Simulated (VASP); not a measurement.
Computed with RPA correlation on PBE orbitals, VASP's PBE PAW potentials (set 64) (plane waves; VASP 6.6.1).

VASP ran on this input.

File KPOINTS:
```
K-points
0
Gamma
 4 4 4
0 0 0
```

### INCAR
```
# general
SYSTEM =MgO
PREC   =Normal
ENCUT  =500
LREAL  =F
LASPH  =T
NBANDS =483

# electronic loop
ALGO   =ACFDT

# smearing
ISMEAR =0
SIGMA  =0.01

# functional
GGA    =PE

# output
LWAVE  =F
LCHARG =F

# other
NOMEGA =12
ENCUTGW=300
```

**POSCAR**
```
MgO
2.976920
  0.0000000000   0.7071066740   0.7071066740
  0.7071066740   0.0000000000   0.7071066740
  0.7071066740   0.7071066740   0.0000000000
Mg O
1 1
direct
  0.0000000000   0.0000000000   0.0000000000
  0.5000000000   0.5000000000   0.5000000000
```

POTCAR, in this order: Mg_sv_GW O_GW_new (PBE.64 set). Program: vasp_std. Read from the step before: WAVECAR, WAVEDER.

The run wrote:

File OUTCAR:
```
 ion  position               nearest neighbor table
   1  0.000  0.000  0.000-   2 2.10   2 2.10   2 2.10   2 2.10   2 2.10   2 2.10
   2  0.500  0.500  0.500-   1 2.10   1 2.10   1 2.10   1 2.10   1 2.10   1 2.10
  LATTYP: Found a face centered cubic cell.
 ALAT       =     4.2100000000
 Subroutine PRICEL returns:
 Original cell was already a primitive cell.
 Subroutine GETGRP returns: Found 48 space group operations
The static configuration has the point symmetry O_h .
The dynamic configuration has the point symmetry O_h .
 Subroutine INISYM returns: Found 48 space group operations
 Subroutine IBZKPT returns following result:
 Found      8 irreducible k-points:

 Following reciprocal coordinates:
            Coordinates               Weight
  0.000000  0.000000  0.000000      1.000000
  0.250000  0.000000  0.000000      8.000000
  0.500000  0.000000  0.000000      4.000000
  0.250000  0.250000  0.000000      6.000000
  0.500000  0.250000  0.000000     24.000000
 -0.250000  0.250000  0.000000     12.000000
  0.500000  0.500000  0.000000      3.000000
 -0.250000  0.500000  0.250000      6.000000
 Subroutine IBZKPT_HF returns following result:
   k-points           NKPTS =      8   k-points in BZ     NKDIM =     64   number of bands    NBANDS=    483
   number of dos      NEDOS =    301   number of ions     NIONS =      2
   total plane-waves  NPLWV =   4096
   dimension x,y,z NGX =    16 NGY =   16 NGZ =   16
   dimension x,y,z NGXF=    32 NGYF=   32 NGZF=   32
   ions per type =               1   1
   PREC   = normal    normal or accurate (medium, high low for compatibility)
   ISTART =      1    job   : 0-new  1-cont  2-samecut
   ICHARG =      0    charge: 1-file 2-atom 10-const
   ISPIN  =      1    spin polarized calculation?
   LNONCOLLINEAR =      F non collinear calculations
   LSORBIT =      F    spin-orbit coupling
   INIWAV =      1    electr: 0-lowe 1-rand  2-diag
   ENCUT  =  500.0 eV  36.75 Ry    6.06 a.u.   5.43  5.43  5.43*2*pi/ulx,y,z
   NELM   =     60;   NELMIN=  2; NELMDL=  0     # of ELM steps
   EDIFF  = 0.1E-03   stopping-criterion for ELM
   LREAL  =      F    real-space projection
   NLSPLINE    = F    spline interpolate recip. space projectors
   LMAXMIX     =    2 max onsite mixed and CHGCAR
   VOSKOWN=      0    Vosko Wilk Nusair interpolation
   EDIFFG = 0.1E-02   stopping-criterion for IOM
   NSW    =      0    number of steps for IOM
   NBLOCK =      1;   KBLOCK =      1    inner block; outer block
   IBRION =     -1    ionic relax: 0-MD 1-quasi-New 2-CG
   NFREE  =      0    steps in history (QN), initial steepest desc. (CG)
   ISIF   =      0    stress and relaxation
   ISYM   =      3    0-nonsym 1-usesym 2-fastsym
   TEIN   =    0.0    initial temperature
   TEBEG  =    0.0;   TEEND  =   0.0 temperature during run
   SMASS  =  -3.00    Nose mass-parameter (am)
   PSTRESS=    0.0 pullay stress
   NELECT =      16.0000    total number of electrons
   EFERMI =   0.00;   METHOD = LEGACY
   ISMEAR =     0;   SIGMA  =   0.01  broadening in eV -4-tet -1-fermi 0-gaus
   IALGO  =     38    algorithm
   LDIAG  =      T    sub-space diagonalisation (order eigenvalues)
   IMIX   =      4    mixing-type and parameters
     AMIX     =   0.40;   BMIX     =  1.00
     AMIX_MAG =   1.60;   BMIX_MAG =  1.00
     AMIN     =   0.10
   GGA     = PE    functional components
   VOSKOWN =     0    Vosko Wilk Nusair interpolation
   LHFCALC =     T    Hartree Fock is set to
   NKREDX  =     1    reduce k-point grid by
   AEXX    =    1.0000 exact exchange contribution
   HFSCREEN=    0.0000 screening length (either q_TF or 0.3 A-1)
   HFRCUT  =    0.0000 spherical cutoff for potential kernel
   AGGAX   =    0.0000 GGA exchange part
   ALDAC   =    0.0000 LDA correlation
   AGGAC   =    0.0000 GGA correlation
...
```

### OSZICAR
```
energies w=
    0.000    1.029    0.000    3.304    0.000    6.285    0.000   10.663
    0.000   17.520    0.000   28.655    0.000   47.178    0.000   78.635
    0.000  133.402    0.000  232.917    0.000  433.555    0.000  998.581
NQ=   1    0.0000    0.0000    0.0000,
 performed       2874000 updates of chi_q(r,r)
NQ=   2    0.2500    0.0000    0.0000,
 performed       5748000 updates of chi_q(r,r)
NQ=   3    0.5000    0.0000    0.0000,
 performed       8622000 updates of chi_q(r,r)
NQ=   4    0.2500    0.2500    0.0000,
 performed      11496000 updates of chi_q(r,r)
NQ=   5    0.5000    0.2500    0.0000,
 performed      14370000 updates of chi_q(r,r)
NQ=   6   -0.2500    0.2500    0.0000,
 performed      17244000 updates of chi_q(r,r)
NQ=   7    0.5000    0.5000    0.0000,
 performed      20118000 updates of chi_q(r,r)
NQ=   8   -0.2500    0.5000    0.2500,
 performed      22992000 updates of chi_q(r,r)
```

OUTCAR:
```


      cutoff energy     smooth cutoff   RPA   correlation   Hartree contr. to MP2
---------------------------------------------------------------------------------
            300.000           240.000      -16.7501899540      -24.4834000324
            285.714           228.571      -16.4899618670      -24.1529928764
            272.109           217.687      -16.2220719677      -23.8122292034
            259.151           207.321      -15.9433011954      -23.4568582452
            246.811           197.449      -15.6523966880      -23.0852100295
            235.058           188.046      -15.3573965749      -22.7071238915
            223.865           179.092      -15.0529690931      -22.3153766957
            213.204           170.564      -14.7416868754      -21.9130941316
  linear regression
  converged value                          -19.7117012096      -28.2762288560
```
(Selected blocks of OUTCAR.)

The mesh is coarse, so the correlation energy is not converged in k-points.

The compound is MgO in the rock salt structure. The cell was not relaxed at this level. The k-mesh is coarse (spacing up to 0.65 per Å, 2π included), so the numbers may not be converged in it.
